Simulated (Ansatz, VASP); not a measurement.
**Two plane-wave programs on Be2Zn3Te3**

```
Be Zn Te
1.0
     4.33964    0.00000    0.00000
     0.00000    4.33964    0.00000
     0.00000    0.00000   10.28016
Be Zn Te
2 3 3
Direct
  0.50000 0.00000 0.88257
  0.00000 0.50000 0.11743
  0.00000 0.00000 0.50000
  0.00000 0.00000 0.00000
  0.50000 0.50000 0.50000
  0.00000 0.50000 0.66270
  0.50000 0.00000 0.33730
  0.50000 0.50000 0.00000
```

Change from the starting cell: species swapped into the Nb2Al3Ga3 type (P-4m2, No. 115).

Alike in both runs: functional PBE; k mesh 4 × 4 × 2; occupations gaussian, width 0.2 eV; no spin polarisation.

Ansatz relaxed the structure, and its values are those at the end. VASP's run is a single point on that final structure, the one shown.

|  | VASP | Ansatz |
| --- | --- | --- |
| version | VASP 6.6.1 | Ansatz 0.2.0 |
| potentials or method | VASP PAW PBE potentials, release 64 (Be, Zn, Te) | scalar-relativistic, plane waves, PAW |
| plane-wave cutoff (eV) | 520 | 420 |
| valence electrons in the cell | 58 | 88 |

|  | VASP | Ansatz | Ansatz less VASP |
| --- | --- | --- | --- |
| gap on the k mesh at the Fermi level (eV) | none | none | - |
| pressure (GPa) | 0.3 | 0.2 | -0.09 |
| rms of the force components (eV/Å) | 0.021 | 0.014 | -0.0065 |

A gap of «none» marks a metal or a gap that the smearing closes. The two sets of potentials don't hold the same shells in valence.

Caveats: the k mesh is coarse (spacing up to 0.36 Å⁻¹), so the values aren't converged. The runs have no spin-orbit coupling, so splittings on Te are missing.
